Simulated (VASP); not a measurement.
Method: LDA (Ceperley-Alder, Perdew-Zunger), VASP's LDA PAW potentials (set 64) (plane waves; VASP).

VASP input:

### POSCAR
```
Ni3Al
1
    3.4811454241     0.0000000000    -0.0000000000
    0.0000000000     3.4811454241     0.0000000000
    0.0000000000     0.0000000000     3.4811454241
Al Ni
1 3
Direct
  0.0000000000   0.0000000000   0.0000000000
  0.0000000000   0.5000000000   0.5000000000
  0.5000000000   0.0000000000   0.5000000000
  0.5000000000   0.5000000000   0.0000000000
```

File KPOINTS:
```
Automatic mesh
0
Gamma
8 8 8
0 0 0
```

### INCAR
```
EDIFFG = -0.02   # ionic stop
LMAXMIX = 4   # l cut-off of mixed one-centre charges
NELM = 100   # most electronic steps
LWAVE = F
ISPIN = 2
ALGO = Normal   # blocked Davidson
LREAL = F   # projection in real space or not
SYSTEM = Ni3Al
SIGMA = 0.1   # width (eV)
ISMEAR = 1
IBRION = 2
ENCUT = 400   # plane-wave cut-off (eV)
NSW = 60
ISIF = 3
LCHARG = F
EDIFF = 1E-6   # SCF stop (eV)
LASPH = T   # aspherical one-centre terms
MAGMOM = 0.0 3*0.5
PREC = Accurate
LORBIT = 10
```

POTCAR, in this order: Al Ni (LDA.64 set). Program: vasp_std.

The resulting files:

### OSZICAR
```
       N       E                     dE             d eps       ncg     rms          rms(c)
DAV:   1     0.169827640097E+03    0.16983E+03   -0.12294E+04  2972   0.168E+03
DAV:   2    -0.217743661358E+02   -0.19160E+03   -0.18324E+03  2940   0.334E+02
DAV:   3    -0.301106299274E+02   -0.83363E+01   -0.78781E+01  3253   0.972E+01
DAV:   4    -0.302466313383E+02   -0.13600E+00   -0.13541E+00  3428   0.111E+01
DAV:   5    -0.302511521031E+02   -0.45208E-02   -0.45194E-02  3598   0.190E+00    0.207E+01
DAV:   6    -0.306439902771E+02   -0.39284E+00   -0.64219E+01  3299   0.137E+02    0.200E+01
DAV:   7    -0.259099453079E+02    0.47340E+01   -0.19222E+01  3312   0.738E+01    0.284E+00
DAV:   8    -0.258583407310E+02    0.51605E-01   -0.40639E-01  3166   0.531E+00    0.146E+00
DAV:   9    -0.258308031226E+02    0.27538E-01   -0.34228E-02  4097   0.258E+00    0.497E-01
DAV:  10    -0.258300979262E+02    0.70520E-03   -0.14468E-03  3357   0.427E-01    0.299E-01
DAV:  11    -0.258307217837E+02   -0.62386E-03   -0.13148E-03  3664   0.590E-01    0.256E-01
DAV:  12    -0.258310443033E+02   -0.32252E-03   -0.48504E-04  3662   0.348E-01    0.101E-01
DAV:  13    -0.258311078642E+02   -0.63561E-04   -0.18805E-04  3582   0.211E-01    0.293E-02
DAV:  14    -0.258311007673E+02    0.70969E-05   -0.24669E-05  3465   0.564E-02    0.204E-02
DAV:  15    -0.258311021116E+02   -0.13442E-05   -0.98887E-06  3305   0.558E-02    0.873E-03
DAV:  16    -0.258311024190E+02   -0.30743E-06   -0.12686E-06  1660   0.240E-02
   1 F= -.25831102E+02 E0= -.25831370E+02  d E =-.258311E+02  mag=     0.5313
       N       E                     dE             d eps       ncg     rms          rms(c)
DAV:   1    -0.258381232965E+02   -0.70212E-02   -0.69491E-02  2960   0.430E+00    0.766E-01
DAV:   2    -0.258397217612E+02   -0.15985E-02   -0.97519E-02  3306   0.534E+00    0.741E-01
DAV:   3    -0.258312201799E+02    0.85016E-02   -0.31454E-02  3245   0.311E+00    0.103E-01
DAV:   4    -0.258310961501E+02    0.12403E-03   -0.57630E-04  3054   0.207E-01    0.495E-02
DAV:   5    -0.258310838601E+02    0.12290E-04   -0.26070E-05  3944   0.792E-02    0.150E-02
DAV:   6    -0.258310828235E+02    0.10367E-05   -0.61410E-06  3337   0.312E-02    0.609E-03
DAV:   7    -0.258310830688E+02   -0.24535E-06   -0.90044E-07  1684   0.116E-02
   2 F= -.25831083E+02 E0= -.25831362E+02  d E =0.193502E-04  mag=     0.5274
       N       E                     dE             d eps       ncg     rms          rms(c)
DAV:   1    -0.258331146326E+02   -0.20318E-02   -0.19317E-02  2965   0.227E+00    0.400E-01
DAV:   2    -0.258334884460E+02   -0.37381E-03   -0.26438E-02  3316   0.278E+00    0.386E-01
DAV:   3    -0.258312092480E+02    0.22792E-02   -0.86108E-03  3253   0.163E+00    0.574E-02
DAV:   4    -0.258311677013E+02    0.41547E-04   -0.15433E-04  3036   0.112E-01    0.207E-02
DAV:   5    -0.258311659026E+02    0.17987E-05   -0.54332E-06  3357   0.286E-02    0.629E-03
DAV:   6    -0.258311656690E+02    0.23359E-06   -0.72416E-07  1530   0.100E-02
   3 F= -.25831166E+02 E0= -.25831439E+02  d E =-.632500E-04  mag=     0.5293
```

File OUTCAR:
```
------------------------ aborting loop because EDIFF is reached ----------------------------------------
  FORCE on cell =-STRESS in cart. coord.  units (eV):
  Direction    XX          YY          ZZ          XY          YZ          ZX
  --------------------------------------------------------------------------------------
  Total        0.0097628      0.0097628      0.0097628      0.0000000      0.0000000     -0.0000000
  in kB        0.3713340      0.3713340      0.3713340      0.0000000      0.0000000     -0.0000000
  external PRESSURE =       0.3713340 kB  Pullay stress =       0.0000000 kB
  volume of cell :       42.12
      direct lattice vectors                 reciprocal lattice vectors
     3.479418808  0.000000000  0.000000000     0.287404321  0.000000000  0.000000000
    -0.000000000  3.479418808  0.000000000    -0.000000000  0.287404321  0.000000000
    -0.000000000 -0.000000000  3.479418808    -0.000000000 -0.000000000  0.287404321
 POSITION                                       TOTAL-FORCE (eV/Angst)
 -----------------------------------------------------------------------------------
      0.00000      0.00000      0.00000         0.000000      0.000000      0.000000
     -0.00000      1.73971      1.73971         0.000000     -0.000000      0.000000
      1.73971     -0.00000      1.73971        -0.000000     -0.000000      0.000000
      1.73971      1.73971      0.00000        -0.000000      0.000000      0.000000
 -----------------------------------------------------------------------------------
    total drift:                                0.000000     -0.000000     -0.000000
  FREE ENERGIE OF THE ION-ELECTRON SYSTEM (eV)
  ---------------------------------------------------
  free  energy   TOTEN  =       -25.8311656690 eV

  energy  without entropy=      -25.8319863266  energy(sigma->0) =      -25.83143922

 total charge

# of ion       s       p       d       tot
------------------------------------------
    1        0.420   0.424   0.000   0.844
    2        0.527   0.578   8.431   9.536
    3        0.527   0.578   8.431   9.536
    4        0.527   0.578   8.431   9.536
--------------------------------------------------
tot          2.002   2.158  25.293  29.453

 magnetization (x)

# of ion       s       p       d       tot
------------------------------------------
    1       -0.000  -0.006   0.000  -0.006
    2       -0.002  -0.005   0.190   0.184
    3       -0.002  -0.005   0.190   0.184
    4       -0.002  -0.005   0.190   0.184
--------------------------------------------------
tot         -0.006  -0.019   0.569   0.545

 reached required accuracy - stopping structural energy minimisation
```
(Selected blocks of OUTCAR.)

**CONTCAR**
```
Ni3Al
   1.00000000000000
     3.4794188083485622    0.0000000000000000    0.0000000000000000
    -0.0000000000000000    3.4794188083485622    0.0000000000000000
    -0.0000000000000000   -0.0000000000000000    3.4794188083485622
  Al              Ni
     1     3
Direct
     0.0000000000000000    0.0000000000000000    0.0000000000000000
     0.0000000000000000    0.5000000000000000    0.5000000000000000
     0.5000000000000000    0.0000000000000000    0.5000000000000000
     0.5000000000000000    0.5000000000000000    0.0000000000000000
```

The compound is Ni3Al in the L1_2 structure. This run relaxes it. Symmetry was kept, so distortions that lower it aren't found. The start is the result of an earlier pass.
